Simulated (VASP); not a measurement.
# Si2WC3 (P3m1) in VASP: phonons with PBE

Aim: the phonons of Si2WC3 with PBE.

All numbers are computed with VASP 6.6.1; they aren't measurements. Logs are shortened: lines on timing, memory, paths and dates and some standing lists are left out, and cuts for length are marked.

## Step 1: Starting point

The structure is trigonal, space group P3m1 (No. 156). The conventional cell has a = 3.015 Å, b = 3.015 Å, c = 8.092 Å, α = 90.00°, β = 90.00°, γ = 120.00°. Si (site symmetry 3m) has 4 C at 1.84 to 1.94 Å as nearest neighbours. Si (site symmetry 3m) is surrounded by 4 C at 1.83 to 1.88 Å. Around W (site symmetry 3m) lie 6 C at 2.14 to 2.38 Å. C (site symmetry 3m) is surrounded by 3 Si at 1.94 Å. C (site symmetry 3m) has 4 Si at 1.84 to 1.88 Å as nearest neighbours. C (site symmetry 3m) has 1 Si at 1.83 Å as nearest neighbours.

The cell was built by a generator and needn't be a form met in nature.

## Step 2: Phonons, PBE

Input file POSCAR:

```
Si2WC3
1.0
    3.0146260000      0.0000000000      0.0000000000
   -1.5073130000      2.6107430000      0.0000000000
    0.0000000000      0.0000000000      8.0921400000
Si W C
2 1 3
Direct
    0.0000000000      0.0000000000      0.8979010000
    0.3333330000      0.6666670000      0.5832590000
    0.0000000000      0.0000000000      0.2031560000
    0.3333330000      0.6666670000      0.0027220000
    0.0000000000      0.0000000000      0.6705840000
    0.3333330000      0.6666670000      0.3573680000
```

Input file INCAR.step1:

```
ALGO     = Normal         # electronic algorithm
EDIFF    = 1E-8           # SCF threshold, eV
EDIFFG   = -0.002         # ionic threshold
ENCUT    = 520            # plane-wave cutoff, eV
GGA      = PE             # functional
IBRION   = 2              # ionic algorithm
ISIF     = 3              # what is computed and relaxed
ISMEAR   = 0              # smearing method
KPAR     = 2            
LASPH    = T              # aspherical terms in the spheres
LCHARG   = F              # write CHGCAR
LREAL    = F              # projectors in reciprocal space
LWAVE    = F              # write WAVECAR
NELM     = 80             # most SCF steps
NSW      = 40             # ionic steps
PREC     = Accurate       # precision mode
SIGMA    = 0.03           # smearing width, eV
```

Input file INCAR.step2:

```
ALGO     = Normal         # electronic algorithm
EDIFF    = 1E-8           # SCF threshold, eV
ENCUT    = 520            # plane-wave cutoff, eV
GGA      = PE             # functional
IBRION   = 6              # ionic algorithm
ISIF     = 2              # what is computed and relaxed
ISMEAR   = 0              # smearing method
KPAR     = 2            
LASPH    = T              # aspherical terms in the spheres
LCHARG   = F              # write CHGCAR
LREAL    = F              # projectors in reciprocal space
LWAVE    = F              # write WAVECAR
NELM     = 80             # most SCF steps
NFREE    = 2            
NSW      = 1              # ionic steps
POTIM    = 0.015          # step
PREC     = Accurate       # precision mode
SIGMA    = 0.03           # smearing width, eV
```

Input file KPOINTS:

```
k-points
0
Gamma
  10 10 4
```

Potentials or basis: VASP PAW PBE potentials, release 64 (Si, W_sv, C).

On the command line:

```bash
$ cat potpaw_PBE.64/Si/POTCAR potpaw_PBE.64/W_sv/POTCAR potpaw_PBE.64/C/POTCAR > POTCAR
$ cp INCAR.step1 INCAR
$ mpirun -np 2 vasp_std > vasp.out
$ cp CONTCAR POSCAR
$ cp INCAR.step2 INCAR
$ mpirun -np 2 vasp_std > vasp.out
```

OUTCAR:

```text
EDIFF = 1E-8
   ENCUT = 520
   GGA = PE
   IBRION = 6
   ISIF = 2
   ISMEAR = 0
   LASPH = T
   LREAL = F
   NELM = 80
   NFREE = 2
   NSW = 1
   POTIM = 0.015
   PREC = Accurate

 ion  position               nearest neighbor table
   1  0.000  0.000  0.898-   5 1.84   4 1.94   4 1.94   4 1.94   3 2.47   2 3.08   2 3.08   2 3.08

   2  0.333  0.667  0.583-   6 1.83   5 1.88   5 1.88   5 1.88   1 3.08   1 3.08   1 3.08
   3  0.000  0.000  0.203-   6 2.14   6 2.14   6 2.14   4 2.38   4 2.38   4 2.38   1 2.47
   4  0.333  0.667  0.003-   1 1.94   1 1.94   1 1.94   3 2.38   3 2.38   3 2.38
   5  0.000  0.000  0.671-   1 1.84   2 1.88   2 1.88   2 1.88
   6  0.333  0.667  0.357-   2 1.83   3 2.14   3 2.14   3 2.14

  LATTYP: Found a hexagonal cell.
 ALAT       =     3.0146069726
 C/A-ratio  =     2.6843191570

  Lattice vectors:

 A1 = (   3.0146069726,   0.0000000000,   0.0000000000)
 A2 = (  -1.5073034863,   2.6107265217,   0.0000000000)
 A3 = (   0.0000000000,   0.0000000000,   8.0921672471)

Analysis of symmetry for initial positions (statically):
=====================================================================
 Subroutine PRICEL returns:
 Original cell was already a primitive cell.

 Routine SETGRP: Setting up the symmetry group for a
 hexagonal supercell.

 Subroutine GETGRP returns: Found  6 space group operations
 (whereof  6 operations were pure point group operations)
 out of a pool of 24 trial point group operations.

The static configuration has the point symmetry C_3v.

Analysis of symmetry for dynamics (positions and initial velocities):
=====================================================================
 Subroutine PRICEL returns:
 Original cell was already a primitive cell.

 Routine SETGRP: Setting up the symmetry group for a
 hexagonal supercell.

 Subroutine GETGRP returns: Found  6 space group operations
 (whereof  6 operations were pure point group operations)
 out of a pool of 24 trial point group operations.

The dynamic configuration has the point symmetry C_3v.

 Subroutine INISYM returns: Found  6 space group operations
 (whereof  6 operations are pure point group operations),
 and found     1 'primitive' translations

----------------------------------------------------------------------------------------

                                     Primitive cell

  volume of cell :      63.6879

  direct lattice vectors                    reciprocal lattice vectors
     3.014606973  0.000000000  0.000000000     0.331718200  0.191517570  0.000000000
    -1.507303486  2.610726522  0.000000000     0.000000000  0.383035140  0.000000000
     0.000000000  0.000000000  8.092167247     0.000000000  0.000000000  0.123576289

  length of vectors
     3.014606973  3.014607233  8.092167247     0.383035174  0.383035140  0.123576289

  position of ions in fractional coordinates (direct lattice)
     0.000000000  0.000000000  0.897900165
     0.333333000  0.666667000  0.583261616
     0.000000000  0.000000000  0.203155405
     0.333333000  0.666667000  0.002721051
     0.000000000  0.000000000  0.670594774
     0.333333000  0.666667000  0.357356989

  ion indices of the primitive-cell ions
   primitive index   ion index
                 1           1
                 2           2
                 3           3
                 4           4
                 5           5
                 6           6

----------------------------------------------------------------------------------------

 KPOINTS: k-points

Automatic generation of k-mesh.
 Grid dimensions read from file:
 generate k-points for:   10   10    4

[... 88 lines left out ...]
   GGA     = PE    functional components
   LHFCALC =     F    Hartree Fock is set to
   AEXX    =    0.0000 exact exchange contribution
   IVDW    =     0    specifies the selected vdW correction
   LEPSILON=     F    determine dielectric tensor
   LRPA    =     F    only Hartree local field effects (RPA)
 finite differences with symmetry
 non-spin polarized calculation
 Gauss-broadening in eV      SIGMA  =   0.03
  energy-cutoff  :      520.00
  volume of cell :       63.69
 maximum number of plane-waves:      1770
 NGX is ok and might be reduce to    24
   NGX = 11   NGY = 11   NGZ = 31

--------------------------------------- Ionic step        1  -------------------------------------------

 number of electron      33.9999997 magnetization

 Free energy of the ion-electron system (eV)
  ---------------------------------------------------
  ext. energy  EPLUGINS =         0.00000000
  ---------------------------------------------------
  free energy    TOTEN  =       -50.64301269 eV

  energy without entropy =      -50.64301269  energy(sigma->0) =      -50.64301269

------------------------ aborting loop because EDIFF is reached ----------------------------------------

  FORCE on cell =-STRESS in cart. coord.  units (eV):
  Direction    XX          YY          ZZ          XY          YZ          ZX
  --------------------------------------------------------------------------------------
  -------------------------------------------------------------------------------------
  Total        0.0005379      0.0005379      0.0002978      0.0000000      0.0000000      0.0000000
  in kB        0.0135319      0.0135319      0.0074924      0.0000000      0.0000000      0.0000000
  external PRESSURE =       0.0115187 kB  Pullay stress =       0.0000000 kB
[... 101 lines left out ...]
  FREE ENERGIE OF THE ION-ELECTRON SYSTEM (eV)
  ---------------------------------------------------
  free  energy   TOTEN  =       -50.6417046156 eV

  energy  without entropy=      -50.6417046156  energy(sigma->0) =      -50.64170462

[... ionic steps 4 to 22 ...]

--------------------------------------- Ionic step       23  -------------------------------------------

 number of electron      33.9999997 magnetization

------------------------ aborting loop because EDIFF is reached ----------------------------------------
[... 75 lines left out ...]
--------------------------------------- Ionic step       25  -------------------------------------------

 number of electron      33.9999996 magnetization

 Free energy of the ion-electron system (eV)
  ---------------------------------------------------
  ext. energy  EPLUGINS =         0.00000000
  ---------------------------------------------------
  free energy    TOTEN  =       -50.63878991 eV

  energy without entropy =      -50.63878991  energy(sigma->0) =      -50.63878991

 E-fermi :   9.8485     XC(G=0): -12.0734

 val. band max:        9.6714842837   @ k =   0.0000   0.0000   0.5000
 cond. band min:      10.4452528420   @ k =   0.2000   0.2000   0.0000
 fundamental gap:      0.7737685584
 Fermi energy:         9.8484869524

 k-point     1 :       0.0000    0.0000    0.0000
  band No.  band energies     occupation
      1     -64.6179      2.00000
      2     -28.8908      2.00000
      3     -28.5932      2.00000
      4     -28.5932      2.00000
      5      -6.9588      2.00000
      6      -5.1874      2.00000
[... 565 lines left out ...]
     20      12.8069      0.00000
     21      12.9330      0.00000

 [... further k-points ...]

------------------------ aborting loop because EDIFF is reached ----------------------------------------

  FORCE on cell =-STRESS in cart. coord.  units (eV):
  Direction    XX          YY          ZZ          XY          YZ          ZX
  --------------------------------------------------------------------------------------
  -------------------------------------------------------------------------------------
  Total        0.1917447      0.1917448     -0.1098709     -0.0000000      0.0000000      0.0000000
  in kB        4.8236639      4.8236650     -2.7639900     -0.0000000      0.0000000      0.0000000
  external PRESSURE =       2.2944463 kB  Pullay stress =       0.0000000 kB
[... 21 lines left out ...]
  FREE ENERGIE OF THE ION-ELECTRON SYSTEM (eV)
  ---------------------------------------------------
  free  energy   TOTEN  =       -50.6387899089 eV

  energy  without entropy=      -50.6387899089  energy(sigma->0) =      -50.63878991

 INTERNAL STRAIN TENSORS FROM DISPLACED ATOMS
 ============================================

 INTERNAL STRAIN TENSOR FOR ION    1 for displacements in x,y,z  (eV/Angst):
          X           Y           Z          XY          YZ          ZX
  --------------------------------------------------------------------------------
  x     0.00000     0.00000     0.00000    -3.93321     0.00000     3.14293
  y    -3.93321     3.93322     0.00000     0.00000     3.14293     0.00000
  z     7.88199     7.88199     0.06772     0.00000     0.00000     0.00000

 INTERNAL STRAIN TENSOR FOR ION    6 for displacements in x,y,z  (eV/Angst):
          X           Y           Z          XY          YZ          ZX
  --------------------------------------------------------------------------------
  x     0.00000     0.00000     0.00000     2.77964     0.00000    -8.21084
  y     2.77964    -2.77964     0.00000     0.00000    -8.21084     0.00000
  z   -12.41085   -12.41085     8.46915     0.00000     0.00000     0.00000

 Eigenvectors and eigenvalues of the dynamical matrix
 ----------------------------------------------------

   1 f  =   29.597163 THz   185.964462 2PiTHz  987.255103 cm-1   122.403977 meV
             X         Y         Z           dx          dy          dz
      0.000000  0.000000  7.265958    -0.000000   -0.000000    0.107566
     -0.000002  1.740485  4.719851    -0.000000    0.000000   -0.360190
      0.000000  0.000000  1.643968    -0.000000   -0.000000   -0.110690
     -0.000002  1.740485  0.022019     0.000000    0.000000   -0.100714
      0.000000  0.000000  5.426565     0.000000   -0.000000    0.005701
     -0.000002  1.740485  2.891793     0.000000    0.000000    0.914475
[... 145 lines left out ...]
  18 f/i=    0.001420 THz     0.008919 2PiTHz    0.047351 cm-1     0.005871 meV
             X         Y         Z           dx          dy          dz
      0.000000  0.000000  7.265958    -0.000000   -0.000000    0.318982
     -0.000002  1.740485  4.719851    -0.000000   -0.000000    0.318994
      0.000000  0.000000  1.643968    -0.000000   -0.000000    0.816044
     -0.000002  1.740485  0.022019    -0.000000   -0.000000    0.208631
      0.000000  0.000000  5.426565    -0.000000   -0.000000    0.208648
     -0.000002  1.740485  2.891793    -0.000000   -0.000000    0.208575

 ELASTIC MODULI CONTR FROM IONIC RELAXATION (kBar)
 Direction    XX          YY          ZZ          XY          YZ          ZX
 --------------------------------------------------------------------------------
 XX        -390.8771      0.8251    127.0643      0.0000    -13.5151      0.0000
 YY           0.8251   -390.8773    127.0643     -0.0000     13.5151     -0.0000
 ZZ         127.0643    127.0643   -235.7624      0.0000     -0.0000     -0.0000
 XY           0.0000     -0.0000      0.0000   -195.8512      0.0000    -13.5151
 YZ         -13.5151     13.5151     -0.0000      0.0000   -288.8785     -0.0000
 ZX           0.0000     -0.0000     -0.0000    -13.5151     -0.0000   -288.8785
 --------------------------------------------------------------------------------
```

Run time: 15 min. Hardware: 2 MPI ranks of Intel Xeon Platinum 8488C (Sapphire Rapids), shared host; peak memory 0.53 GiB.

Results:

* Highest phonon frequency at Γ, LO-TO splitting left out: 987 cm⁻¹

Phonon frequencies in cm⁻¹ (negative: imaginary):
| q point | frequencies |
| --- | --- |
| (0.000, 0.000, 0.000) | 0 0 0 157 157 219 219 344 484 500 500 664 667 667 754 754 867 987 |
